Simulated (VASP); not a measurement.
**RbBr (relaxed from the rock salt structure, space group Fm-3m): computed properties**

The numbers are results of PBEsol GGA, VASP's PBE PAW potentials (set 64) (plane waves; VASP), not measurements.

| Item | Value |
|---|---|
| space group | Fm-3m (225) |
| cell | a = 6.847 Å, b = 6.847 Å, c = 6.847 Å, α = 90.00°, β = 90.00°, γ = 90.00° |
| volume per atom | 40.13 Å³/atom |
| band gap (over mesh and band path) | 4.22 eV |
| smallest direct gap (over mesh and band path) | 4.22 eV |
| band-edge character | direct, Γ to Γ |
| density | 3.42 g/cm³ |

```
CELL_PARAMETERS angstrom
      0.00000     3.42361     3.42361
      3.42361     0.00000     3.42361
      3.42361     3.42361     0.00000
ATOMIC_POSITIONS crystal
  Rb 0.00000 0.00000 0.00000
  Br 0.50000 0.50000 0.50000
```

The structure was generated: RbBr was put into the rock salt type (Fm-3m), which need not be its known phase. It was relaxed first, which changed the volume by -19 %. Symmetry was kept, so distortions that lower it aren't found.
